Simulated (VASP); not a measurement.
The input files of a VASP run:

File KPOINTS:
```
Automatic mesh
0
Gamma
8 8 8
0 0 0
```

File POSCAR:
```
CaSe
1
    0.0000000000     3.0127598756     3.0127598756
    3.0127598756     0.0000000000     3.0127598756
    3.0127598756     3.0127598756     0.0000000000
Ca Se
1 1
Direct
  1.0000000000   1.0000000000   0.0000000000
  0.5000000000   0.5000000000   0.5000000000
```

### INCAR
```
SYSTEM = CaSe
PREC = Accurate
ENCUT = 520
EDIFF = 1E-7
NELM = 100
ALGO = Normal
LREAL = .FALSE.
LASPH = .TRUE.
ISMEAR = 0
SIGMA = 0.05
GGA = MK
PARAM1 = 0.1234568
PARAM2 = 0.7114
ZAB_VDW = -1.8867
LUSE_VDW = .TRUE.
AGGAC = 0.0
LMAXMIX = 4
LWAVE = .FALSE.
LCHARG = .FALSE.
ISIF = 2
```

POTCAR, in this order: Ca_sv Se (PBE.64 set). Program: vasp_std.

### Question
Write an equivalent input for Quantum ESPRESSO's pw.x.

### Answer
One equivalent input (not run):
```
&CONTROL
  calculation = 'scf'
  pseudo_dir = './pseudo'
  outdir = './out'
  tprnfor = .true.
  tstress = .true.
/
&SYSTEM
  ibrav = 0
  nat = 2
  ntyp = 2
  ecutwfc = 86
  occupations = 'smearing'
  smearing = 'gaussian'
  degauss = 0.003675
  input_dft = 'vdw-df2-b86r'
/
&ELECTRONS
  conv_thr = 7.3e-09
  electron_maxstep = 100
/
ATOMIC_SPECIES
  Ca 40.078 Ca.upf
  Se 78.971 Se.upf
CELL_PARAMETERS angstrom
     0.0000000    3.0127599    3.0127599
     3.0127599    0.0000000    3.0127599
     3.0127599    3.0127599    0.0000000
ATOMIC_POSITIONS crystal
  Ca   1.0000000  1.0000000  0.0000000
  Se   0.5000000  0.5000000  0.5000000
K_POINTS automatic
  8 8 8 0 0 0
```
The two are equivalent in intent, not identical: the potentials are each code's own (VASP's PAW set, PseudoDojo norm-conserving files in pw.x), so ENCUT and ecutwfc are chosen apart and not converted; conv_thr bounds pw.x's estimated SCF error, while EDIFF bounds the energy change between steps.

The compound is CaSe in the rock salt structure. This cell is one point of a volume scan, at 1.06 of the reference volume.
